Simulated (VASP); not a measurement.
All values below come from HSE06 screened hybrid, VASP's PBE PAW potentials (set 64) (plane waves; VASP).

The input files of a VASP run:

### POSCAR
```
Al31As33
1
   11.4648462108     0.0000000000     0.0000000000
    0.0000000000    11.4648462108     0.0000000000
    0.0000000000     0.0000000000    11.4648462108
Al As
31 33
Direct
  0.5000080601   0.0001039594   0.0001566777
  0.7503403678   0.2495723730   0.0005520124
  0.7503051020   0.0003108332   0.2498097666
  0.9999987780   0.0000377176   0.0000023352
  0.2498306948   0.2497752874   0.9998986852
  0.4999811151   0.4999603465   0.0001815003
  0.7503153452   0.7503361260   0.9996718872
  0.2498207285   0.9999904381   0.2498276253
  0.4975692351   0.2482406588   0.2482799782
  0.7522555650   0.5030223120   0.2479620874
  0.4999828668   0.0000680162   0.4999812807
  0.7521927580   0.2479134228   0.5028989856
  0.7503107141   0.9997042559   0.7503224533
  0.9999327311   0.5000384408   0.0002103668
  0.2496071728   0.7504506290   0.0005138594
  0.9998081334   0.2497985130   0.2498129312
  0.2480326094   0.4973885601   0.2480133224
  0.5029041235   0.7523059871   0.2478826301
  0.9999101956   0.9999955661   0.5000275556
  0.2479277642   0.2479849122   0.4975149838
  0.7518767292   0.7518651632   0.4975680969
  0.2496758479   0.0003783559   0.7503579464
  0.5027810599   0.2477913501   0.7523907047
  0.7523211574   0.4969187420   0.7524721893
  0.0003030880   0.7503881646   0.2497690531
  0.0000370147   0.4999834664   0.4999651430
  0.2478307282   0.7523129271   0.5028079767
  0.0004143962   0.2496155836   0.7503821064
  0.2473923448   0.5032112607   0.7527058847
  0.4971115690   0.7522656207   0.7523746082
  0.9995792171   0.7504405629   0.7503053048
  0.6252437571   0.1252322807   0.1254474122
  0.8747727303   0.3747675005   0.1253551352
  0.8748262864   0.1252421627   0.3747427661
  0.1250291565   0.1250731463   0.1250545764
  0.3750122632   0.3749710928   0.1246145853
  0.6250905652   0.6251256915   0.1244574676
  0.8749566133   0.8749840077   0.1250378488
  0.3750232437   0.1246628596   0.3750492331
  0.6295292068   0.3710932927   0.3711413505
  0.8755928259   0.6251933921   0.3750466794
  0.6250367068   0.1244306330   0.6250948924
  0.8757985764   0.3749110730   0.6251454113
  0.8749616294   0.1250140831   0.8749947586
  0.1251493768   0.6252947664   0.1252877505
  0.3747188985   0.8749386264   0.1253021995
  0.1245554470   0.3749881548   0.3749837235
  0.3707425787   0.6296693885   0.3707353283
  0.6251250544   0.8755396068   0.3750624348
  0.1251547213   0.1251018728   0.6253073941
  0.3700940715   0.3705803914   0.6303052997
  0.4997114246   0.4999823619   0.5006394172
  0.6293128851   0.6290962060   0.6299977822
  0.8746988502   0.8747994059   0.6252858521
  0.3746835668   0.1251401343   0.8749527374
  0.6251087370   0.3748403850   0.8759006484
  0.8748918114   0.6253179269   0.8749025762
  0.1251970744   0.8749692947   0.3747130200
  0.1242661953   0.6252142421   0.6250687836
  0.3749447502   0.8757079355   0.6251196094
  0.1250839032   0.3747107971   0.8750801685
  0.3748762751   0.6252193806   0.8759270439
  0.6252947632   0.8749299207   0.8749167482
  0.1250058412   0.8749884344   0.8749814265
```

**INCAR**
```
SYSTEM = Al31As33
PREC = Normal
ENCUT = 400
EDIFF = 1E-5
NELM = 50
ALGO = Normal
LREAL = Auto
LASPH = .TRUE.
ISMEAR = 0
SIGMA = 0.05
GGA = PE
LMAXMIX = 4
LWAVE = .FALSE.
LCHARG = .FALSE.
NELMIN = 4
ISYM = 0
NELECT = 257.0
ISPIN = 2
NUPDOWN = 1
MAGMOM = 64*0.0156
LORBIT = 10
HFSCREEN = 0.2
AEXX = 0.25
LHFCALC = .TRUE.
PRECFOCK = Fast
ISIF = 0
```

File KPOINTS:
```
Automatic mesh
0
Gamma
1 1 1
0 0 0
```

POTCAR, in this order: Al As (PBE.64 set). Program: vasp_gam. Read from the step before: WAVECAR.

The resulting files:

OUTCAR:
```
 ion  position               nearest neighbor table
   1  0.500  0.000  0.000-  55 2.49  46 2.49  32 2.49  63 2.49
   2  0.750  0.250  0.001-  32 2.48  33 2.48  44 2.48  56 2.48
   3  0.750  0.000  0.250-  32 2.48  34 2.48  38 2.48  49 2.48
   4  1.000  0.000  0.000-  44 2.48  64 2.48  35 2.48  38 2.48
   5  0.250  0.250  1.000-  55 2.48  61 2.48  35 2.48  36 2.48
   6  0.500  0.500  0.000-  36 2.48  56 2.48  37 2.48  62 2.48
   7  0.750  0.750  1.000-  57 2.48  63 2.48  38 2.48  37 2.48
   8  0.250  1.000  0.250-  46 2.48  58 2.48  35 2.48  39 2.48
   9  0.498  0.248  0.248-  39 2.47  36 2.47  32 2.47  40 2.50
  10  0.752  0.503  0.248-  41 2.47  37 2.47  33 2.47  40 2.50
  11  0.500  0.000  0.500-  39 2.48  42 2.48  60 2.48  49 2.48
  12  0.752  0.248  0.503-  42 2.47  43 2.47  34 2.47  40 2.50
  13  0.750  1.000  0.750-  54 2.48  63 2.48  44 2.48  42 2.48
  14  1.000  0.500  0.000-  45 2.49  33 2.49  61 2.49  57 2.49
  15  0.250  0.750  0.001-  45 2.48  46 2.48  64 2.48  62 2.48
  16  1.000  0.250  0.250-  33 2.48  34 2.48  35 2.48  47 2.48
  17  0.248  0.497  0.248-  36 2.47  47 2.47  45 2.47  48 2.50
  18  0.503  0.752  0.248-  49 2.47  37 2.47  46 2.47  48 2.50
  19  1.000  1.000  0.500-  34 2.49  58 2.49  50 2.49  54 2.49
  20  0.248  0.248  0.498-  39 2.47  47 2.47  50 2.47  51 2.50
  21  0.752  0.752  0.498-  41 2.47  49 2.47  54 2.47  53 2.50
  22  0.250  0.000  0.750-  50 2.48  55 2.48  64 2.48  60 2.48
  23  0.503  0.248  0.752-  56 2.47  42 2.47  55 2.47  51 2.50
  24  0.752  0.497  0.752-  56 2.47  43 2.47  57 2.47  53 2.50
...
```

OSZICAR:
```
       N       E                     dE             d eps       ncg     rms          rms(c)
DAV:   1    -0.351858620295E+03   -0.35186E+03   -0.22156E+01   742   0.100E+01    0.426E+01
DAV:   2    -0.352036970344E+03   -0.17835E+00   -0.76415E-01   768   0.192E+00    0.335E+01
DAV:   3    -0.352008086061E+03    0.28884E-01   -0.24111E-02   752   0.321E-01    0.209E+01
DAV:   4    -0.351996515469E+03    0.11571E-01   -0.59181E-03   702   0.138E-01    0.124E+01
DAV:   5    -0.351992594603E+03    0.39209E-02   -0.15164E-03   702   0.700E-02    0.733E+00
DAV:   6    -0.351991234511E+03    0.13601E-02   -0.42161E-04   702   0.395E-02    0.428E+00
DAV:   7    -0.351990787572E+03    0.44694E-03   -0.15315E-04   718   0.245E-02    0.245E+00
DAV:   8    -0.351990651153E+03    0.13642E-03   -0.49783E-05   582   0.144E-02    0.140E+00
DAV:   9    -0.351990614783E+03    0.36370E-04   -0.17431E-05   406   0.949E-03    0.815E-01
DAV:  10    -0.351990612035E+03    0.27474E-05   -0.86354E-06   374   0.698E-03
   1 F= -.35199061E+03 E0= -.35199061E+03  d E =-.385424E-11  mag=     1.0000
```

**OUTCAR**
```
------------------------ aborting loop because EDIFF is reached ----------------------------------------
  volume of cell :     1506.97
      direct lattice vectors                 reciprocal lattice vectors
    11.464846211  0.000000000  0.000000000     0.087223150  0.000000000  0.000000000
     0.000000000 11.464846211  0.000000000     0.000000000  0.087223150  0.000000000
     0.000000000  0.000000000 11.464846211     0.000000000  0.000000000  0.087223150
  FREE ENERGIE OF THE ION-ELECTRON SYSTEM (eV)
  ---------------------------------------------------
  free  energy   TOTEN  =      -351.9906120352 eV

  energy  without entropy=     -351.9906120352  energy(sigma->0) =     -351.99061204

  exchange ACFDT corr.  =         0.00000000  see jH, gK, PRB 81, 115126

 total charge

# of ion       s       p       d       tot
------------------------------------------
    1        0.453   0.366   0.000   0.819
    2        0.446   0.371   0.000   0.818
    3        0.446   0.371   0.000   0.817
    4        0.447   0.370   0.000   0.817
    5        0.446   0.371   0.000   0.817
    6        0.447   0.371   0.000   0.818
    7        0.446   0.371   0.000   0.818
    8        0.446   0.371   0.000   0.817
    9        0.448   0.372   0.000   0.820
   10        0.448   0.372   0.000   0.820
   11        0.447   0.371   0.000   0.818
   12        0.448   0.372   0.000   0.820
   13        0.446   0.371   0.000   0.818
   14        0.453   0.366   0.000   0.819
   15        0.446   0.371   0.000   0.818
   16        0.446   0.371   0.000   0.817
   17        0.448   0.372   0.000   0.820
   18        0.448   0.372   0.000   0.821
   19        0.453   0.366   0.000   0.819
   20        0.448   0.372   0.000   0.820
   21        0.448   0.372   0.000   0.820
   22        0.446   0.371   0.000   0.818
   23        0.448   0.372   0.000   0.820
   24        0.448   0.372   0.000   0.820
   25        0.446   0.371   0.000   0.817
   26        0.447   0.371   0.000   0.818
   27        0.448   0.372   0.000   0.820
   28        0.446   0.371   0.000   0.818
   29        0.448   0.372   0.000   0.821
   30        0.448   0.372   0.000   0.820
   31        0.446   0.371   0.000   0.818
   32        1.200   1.711   0.023   2.934
   33        1.200   1.710   0.023   2.934
   34        1.200   1.710   0.023   2.933
   35        1.197   1.712   0.023   2.932
   36        1.197   1.717   0.023   2.938
   37        1.197   1.717   0.023   2.938
   38        1.197   1.712   0.023   2.932
   39        1.197   1.717   0.023   2.938
   40        1.225   1.614   0.027   2.866
   41        1.197   1.717   0.023   2.938
   42        1.197   1.717   0.023   2.938
   43        1.197   1.717   0.023   2.938
   44        1.197   1.712   0.023   2.932
   45        1.200   1.711   0.023   2.933
   46        1.200   1.710   0.023   2.933
   47        1.197   1.717   0.023   2.938
   48        1.225   1.614   0.027   2.866
   49        1.197   1.717   0.023   2.938
   50        1.200   1.711   0.023   2.934
   51        1.225   1.613   0.027   2.866
   52        1.328   1.316   0.046   2.690
   53        1.225   1.614   0.027   2.866
   54        1.200   1.711   0.023   2.934
   55        1.200   1.711   0.023   2.934
   56        1.197   1.717   0.023   2.938
   57        1.200   1.711   0.023   2.934
   58        1.200   1.710   0.023   2.933
   59        1.197   1.717   0.023   2.938
   60        1.197   1.717   0.023   2.938
   61        1.200   1.711   0.023   2.934
   62        1.197   1.717   0.023   2.938
   63        1.200   1.711   0.023   2.934
   64        1.197   1.712   0.023   2.932
--------------------------------------------------
tot         53.666  67.252   0.805 121.723

 magnetization (x)

# of ion       s       p       d       tot
------------------------------------------
    1        0.011   0.001   0.000   0.012
    2       -0.000  -0.000   0.000  -0.000
    3       -0.000  -0.000   0.000  -0.000
    4        0.000  -0.000   0.000   0.000
    5       -0.000  -0.000   0.000  -0.000
    6        0.000   0.000   0.000   0.000
    7       -0.000  -0.000   0.000  -0.000
    8       -0.000  -0.000   0.000  -0.000
    9       -0.000   0.000   0.000  -0.000
   10       -0.000   0.000   0.000   0.000
   11        0.000   0.000   0.000   0.000
   12       -0.000   0.000   0.000  -0.000
   13       -0.000  -0.000   0.000  -0.000
   14        0.011   0.001   0.000   0.012
   15       -0.000  -0.000   0.000  -0.000
   16       -0.000  -0.000   0.000  -0.000
   17       -0.000   0.000   0.000  -0.000
   18       -0.000   0.000   0.000  -0.000
   19        0.011   0.001   0.000   0.012
   20       -0.000  -0.000   0.000  -0.000
   21       -0.000   0.000   0.000  -0.000
...
```
(Selected blocks of OUTCAR.)

The cell is charged, with a uniform compensating background. The supercell is sampled at Γ alone, which is coarse: total energies, pressure and levels can be off, energies of defects by several tenths of an eV.

The cell is a supercell with a defect, built from AlAs (zinc blende): As_Al, charge +1. The cell's shape comes from a PBE relaxation.
